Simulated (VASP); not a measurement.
Data:

```
CELL_PARAMETERS angstrom
     -2.64000     2.64000     2.64000
      2.64000    -2.64000     2.64000
      2.64000     2.64000    -2.64000
ATOMIC_POSITIONS crystal
  K  0.00000 0.00000 0.00000
```

All values below come from PBE GGA with spin-orbit coupling, VASP's PBE PAW potentials (set 64) (plane waves; VASP 6.6.1). Numerical set-up: 400 eV cut-off, 9×9×9 Γ-centred mesh, first-order Methfessel-Paxton smearing of 0.10 eV, potentials K_sv.

What does the run give for the energy per atom (σ→0), band gap (on the k-mesh) with the smallest direct gap where there is one?

```yaml
band gap (on the k-mesh): none (metal, semimetal or under 0.01 eV)
energy per atom (σ→0): -1.054 eV/atom
```

The compound is K in the bcc structure. The cell was not relaxed at this level. The run is one of a series of settings (GGA_COMPAT = .FALSE., LSORBIT = .TRUE., MAGMOM = 0 0 0, program vasp_ncl against the base run), some of them coarse on purpose.
